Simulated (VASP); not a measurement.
Computed with PBE GGA, VASP's PBE PAW potentials (set 64) (plane waves; VASP 6.6.1).

VASP ran on this input.

**INCAR**
```
SYSTEM = Al3Sc
PREC = Accurate
ENCUT = 500
EDIFF = 1E-6
NELM = 100
ALGO = Normal
LREAL = .FALSE.
LASPH = .TRUE.
ISMEAR = 1
SIGMA = 0.1
GGA = PE
LMAXMIX = 4
LWAVE = .FALSE.
LCHARG = .FALSE.
IBRION = 2
ISIF = 3
NSW = 40
EDIFFG = -0.02
PSTRESS = 50
```

File KPOINTS:
```
kpoints
0
Gamma
8 8 8
0 0 0
```

POSCAR:
```
Al3Sc
1.0
  4.1063577754   0.0000000000   0.0000000000
  0.0000000000   4.1063577754   0.0000000000
  0.0000000000   0.0000000000   4.1063577754
Sc Al
1 3
Cart
  0.0000000000   0.0000000000   0.0000000000
  0.0000000000   2.0531788877   2.0531788877
  2.0531788877   0.0000000000   2.0531788877
  2.0531788877   2.0531788877   0.0000000000
```

POTCAR, in this order: Sc_sv Al (PBE.64 set). Program: vasp_std.

The run wrote:

File OSZICAR:
```
       N       E                     dE             d eps       ncg     rms          rms(c)
DAV:   1     0.115292863148E+03    0.11529E+03   -0.82265E+03   980   0.125E+03
DAV:   2    -0.127143338965E+02   -0.12801E+03   -0.12574E+03  1010   0.366E+02
DAV:   3    -0.201834597692E+02   -0.74691E+01   -0.71463E+01  1564   0.722E+01
DAV:   4    -0.203068460519E+02   -0.12339E+00   -0.12296E+00  1392   0.950E+00
DAV:   5    -0.203093750368E+02   -0.25290E-02   -0.25285E-02  1412   0.136E+00    0.871E+00
DAV:   6    -0.193715861667E+02    0.93779E+00   -0.48598E+00  1626   0.255E+01    0.307E+00
DAV:   7    -0.193222733696E+02    0.49313E-01   -0.98807E-02  1258   0.280E+00    0.179E+00
DAV:   8    -0.192979812589E+02    0.24292E-01   -0.40912E-02  1492   0.179E+00    0.235E-01
DAV:   9    -0.192977203124E+02    0.26095E-03   -0.30271E-03  1244   0.561E-01    0.100E-01
DAV:  10    -0.192976668199E+02    0.53493E-04   -0.20043E-04  1536   0.150E-01    0.637E-02
DAV:  11    -0.192976673947E+02   -0.57481E-06   -0.28318E-05  1546   0.402E-02    0.453E-02
DAV:  12    -0.192976589372E+02    0.84575E-05   -0.42463E-05  1584   0.743E-02    0.499E-03
DAV:  13    -0.192976588436E+02    0.93623E-07   -0.15561E-06   890   0.156E-02
   1 F= -.17136783E+02 E0= -.17136092E+02  d E =-.171368E+02
       N       E                     dE             d eps       ncg     rms          rms(c)
DAV:   1    -0.199060225732E+02   -0.60836E+00   -0.21073E+01  1154   0.738E+01    0.685E+00
DAV:   2    -0.192255236137E+02    0.68050E+00   -0.30067E+00  1358   0.253E+01    0.146E+00
DAV:   3    -0.191869723630E+02    0.38551E-01   -0.70261E-02  1360   0.264E+00    0.754E-01
DAV:   4    -0.191738176760E+02    0.13155E-01   -0.38797E-02  1298   0.175E+00    0.306E-01
DAV:   5    -0.191737946400E+02    0.23036E-04   -0.51065E-03  1638   0.744E-01    0.157E-01
DAV:   6    -0.191736104107E+02    0.18423E-03   -0.14385E-03  1518   0.380E-01    0.355E-02
DAV:   7    -0.191736221078E+02   -0.11697E-04   -0.15462E-04  1538   0.154E-01    0.215E-02
DAV:   8    -0.191736079677E+02    0.14140E-04   -0.94143E-05  1606   0.109E-01    0.315E-03
DAV:   9    -0.191736078907E+02    0.76963E-07   -0.11584E-06   738   0.129E-02
   2 F= -.17177666E+02 E0= -.17177279E+02  d E =-.408825E-01
       N       E                     dE             d eps       ncg     rms          rms(c)
DAV:   1    -0.193401397989E+02   -0.16653E+00   -0.26091E+00  1190   0.255E+01    0.254E+00
DAV:   2    -0.192545473126E+02    0.85592E-01   -0.67914E-01  1520   0.113E+01    0.463E-01
DAV:   3    -0.192475481098E+02    0.69992E-02   -0.25905E-02  1512   0.136E+00    0.288E-01
DAV:   4    -0.192455632728E+02    0.19848E-02   -0.58707E-03  1322   0.677E-01    0.104E-01
DAV:   5    -0.192455360215E+02    0.27251E-04   -0.79117E-04  1626   0.324E-01    0.481E-02
DAV:   6    -0.192455008208E+02    0.35201E-04   -0.19446E-04  1548   0.142E-01    0.125E-02
DAV:   7    -0.192455007757E+02    0.45098E-07   -0.33858E-06   916   0.128E-02
   3 F= -.17194331E+02 E0= -.17193983E+02  d E =-.575475E-01
```

### OUTCAR
```
------------------------ aborting loop because EDIFF is reached ----------------------------------------
  FORCE on cell =-STRESS in cart. coord.  units (eV):
  Direction    XX          YY          ZZ          XY          YZ          ZX
  --------------------------------------------------------------------------------------
  Total        2.0487670      2.0487670      2.0487670      0.0000000      0.0000000     -0.0000000
  in kB       49.9414224     49.9414224     49.9414224      0.0000000      0.0000000     -0.0000000
  external PRESSURE =      -0.0585776 kB  Pullay stress =      50.0000000 kB
  volume of cell :       65.73
      direct lattice vectors                 reciprocal lattice vectors
     4.035655493  0.000000000 -0.000000000     0.247791220 -0.000000000 -0.000000000
     0.000000000  4.035655493  0.000000000    -0.000000000  0.247791220 -0.000000000
     0.000000000  0.000000000  4.035655493     0.000000000 -0.000000000  0.247791220
 POSITION                                       TOTAL-FORCE (eV/Angst)
 -----------------------------------------------------------------------------------
      0.00000      0.00000      0.00000         0.000000     -0.000000      0.000000
      0.00000      2.01783      2.01783        -0.000000      0.000000      0.000000
      2.01783      0.00000      2.01783         0.000000     -0.000000      0.000000
      2.01783      2.01783     -0.00000         0.000000      0.000000      0.000000
 -----------------------------------------------------------------------------------
    total drift:                               -0.000000     -0.000000      0.000000
  FREE ENERGIE OF THE ION-ELECTRON SYSTEM (eV)
  ---------------------------------------------------
  free  energy   TOTEN  =       -19.2455007757 eV

  energy  without entropy=      -19.2444565087  energy(sigma->0) =      -19.24515269
  enthalpy is  TOTEN    =       -17.1943306737 eV   P V=        2.0511701020

 reached required accuracy - stopping structural energy minimisation
```
(Selected blocks of OUTCAR.)

File CONTCAR:
```
Al3Sc
   1.00000000000000
     4.0356554926654900    0.0000000000000000   -0.0000000000000000
     0.0000000000000000    4.0356554926654900    0.0000000000000000
     0.0000000000000000    0.0000000000000000    4.0356554926654900
  Sc              Al
     1     3
Direct
     0.0000000000000000    0.0000000000000000    0.0000000000000000
     0.0000000000000000    0.5000000000000000    0.5000000000000000
     0.5000000000000000    0.0000000000000000    0.5000000000000000
     0.5000000000000000    0.5000000000000000    0.0000000000000000
```

**OUTCAR**
```
 val. band max:        7.6178470253   @ k =   0.2500   0.1250   0.1250

 cond. band min:       7.6519446693   @ k =   0.5000   0.2500   0.2500


 Fermi energy:         7.6451213447

 k-point     1 :       0.0000    0.0000    0.0000
  band No.  band energies     occupation
      1     -41.2008      2.00000
      2     -19.9195      2.00000
      3     -19.9195      2.00000
      4     -19.9195      2.00000
      5      -2.6105      2.00000
      6       4.9619      2.00000
      7       4.9619      2.00000
      8       5.7899      2.00000
      9       5.7899      2.00000
     10       5.7899      2.00000
     11       8.8761     -0.00000
     12       8.9607     -0.00000
     13       8.9607     -0.00000
     14       8.9607     -0.00000

 k-point     2 :       0.1250    0.0000    0.0000
  band No.  band energies     occupation
      1     -41.2005      2.00000
      2     -19.9252      2.00000
      3     -19.9190      2.00000
      4     -19.9190      2.00000
      5      -2.4620      2.00000
      6       3.8927      2.00000
      7       5.0748      2.00000
      8       5.8027      2.00000
      9       5.8027      2.00000
     10       6.4769      2.00000
     11       8.8807     -0.00000
     12       8.8807     -0.00000
     13       9.0087     -0.00000
     14       9.4695     -0.00000

 k-point     3 :       0.2500    0.0000    0.0000
  band No.  band energies     occupation
      1     -41.2000      2.00000
      2     -19.9389      2.00000
      3     -19.9179      2.00000
      4     -19.9179      2.00000
      5      -2.0246      2.00000
      6       2.4131      2.00000
      7       5.3937      2.00000
      8       5.8286      2.00000
      9       5.8286      2.00000
     10       7.2869      2.00001
     11       8.7462     -0.00000
     12       8.7462     -0.00000
     13       9.1310     -0.00000
     14      10.2688      0.00000

 k-point     4 :       0.3750    0.0000    0.0000
  band No.  band energies     occupation
...
```

Energy and stress use the plane-wave basis of the starting cell.

The compound is Al3Sc in the L1_2 structure. This run relaxes it under an external pressure of 5 GPa. Symmetry was kept, so distortions that lower it aren't found.
